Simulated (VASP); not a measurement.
VASP input:

KPOINTS:
```
Automatic mesh
0
Gamma
8 8 8
0 0 0
```

**INCAR**
```
SYSTEM = CaS
PREC = Accurate
ENCUT = 520
EDIFF = 1E-7
NELM = 100
ALGO = Normal
LREAL = .FALSE.
LASPH = .TRUE.
ISMEAR = 0
SIGMA = 0.05
GGA = PS
LWAVE = .FALSE.
LCHARG = .FALSE.
ISIF = 2
```

**POSCAR**
```
CaS
1
    0.0000000000     2.7911859001     2.7911859001
    2.7911859001     0.0000000000     2.7911859001
    2.7911859001     2.7911859001     0.0000000000
Ca S
1 1
Direct
  0.0000000000   0.0000000000   0.0000000000
  0.5000000000   0.5000000000   0.5000000000
```

POTCAR, in this order: Ca_sv S (PBE.64 set). Program: vasp_std.

### Question
Translate this PBEsol calculation to Ansatz.

### Answer
One equivalent input (not run):
Ansatz 0.2 input:
```yaml
crystal:
  lattice:
    - [0.0000000, 2.7911859, 2.7911859]
    - [2.7911859, 0.0000000, 2.7911859]
    - [2.7911859, 2.7911859, 0.0000000]
  atoms:
    - { symbol: Ca, position: [0.0000000, 0.0000000, 0.0000000] }
    - { symbol: S, position: [0.5000000, 0.5000000, 0.5000000] }
kpoints:
  mp_grid: { grid: [8, 8, 8] }
hamiltonian:
  xc: pbesol
  pseudopotentials: { kind: paw }
scf:
  occupations: { method: gaussian, width: 0.05 }
  max_iter: 100
output: { forces: true, stress: true, eigenvalues: true }
```
What does not carry over: each code has its own PAW files, so the cut-off isn't converted (ENCUT is set for VASP's; basis.ecutwfc is left out, and Ansatz then takes the one that its files recommend); Ansatz stops its SCF on the density residual and VASP on the energy change (EDIFF).

The compound is CaS in the rock salt structure. This cell is one point of a volume scan, at 0.97 of the reference volume.
